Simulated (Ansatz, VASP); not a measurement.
**Two plane-wave programs on LiSn2**

```
CELL_PARAMETERS angstrom
2.32169 -5.02821 0.00000
2.32169 5.02821 0.00000
0.00000 0.00000 3.16187
ATOMIC_POSITIONS crystal
Li 0.00000 0.00000 0.50000
Sn 0.34691 0.65309 0.00000
Sn 0.65309 0.34691 0.00000
```

Change from the starting cell: relaxed end of: species swapped into the MgB2 type (P6/mmm, No. 191).

Alike in both runs: task single point; functional PBE; k mesh 4 × 4 × 6; occupations gaussian, width 0.1 eV; no spin polarisation.

```csv
,VASP,Ansatz
version,VASP 6.6.1,Ansatz 0.2.0
potentials or method,"VASP PAW PBE potentials, release 64 (Li_sv, Sn_d)","scalar-relativistic, plane waves, PAW"
plane-wave cutoff (eV),520,420
valence electrons in the cell,31,31
```

```csv
,VASP,Ansatz,Ansatz less VASP
gap on the k mesh at the Fermi level (eV),none,none,-
rms of the force components (eV/Å),0.039,0.039,+0.0002
```

Atom by atom the forces differ by 0.000 eV/Å (rms over components). A gap of «none» marks a metal or a gap that the smearing closes.

Caveats: the k mesh is coarse (spacing up to 0.37 Å⁻¹), so the values aren't converged.
